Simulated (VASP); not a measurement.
Input:

```yaml
crystal:
  lattice:
    - [0.00000, 3.13325, 3.13325]
    - [3.13325, 0.00000, 3.13325]
    - [3.13325, 3.13325, 0.00000]
  atoms:
    - { symbol: Pb, position: [0.00000, 0.00000, 0.00000] }
    - { symbol: Se, position: [0.50000, 0.50000, 0.50000] }
```

All values below come from r2SCAN+rVV10, VASP's PBE PAW potentials (set 64) (plane waves; VASP). Run with 520 eV cut-off, 8×8×8 Γ-centred mesh, Gaussian smearing of 0.050 eV, potentials Pb_d Se.

Question: Give the stress tensor in GPa (positive for a compressed cell).

Answer: 
```
-2.75   0.00   0.00
 0.00  -2.75   0.00
 0.00   0.00  -2.75
```
The pressure is its mean diagonal, -2.75 GPa.

The compound is PbSe in the rock salt structure. This cell is one point of a volume scan, at 1.06 of the reference volume.
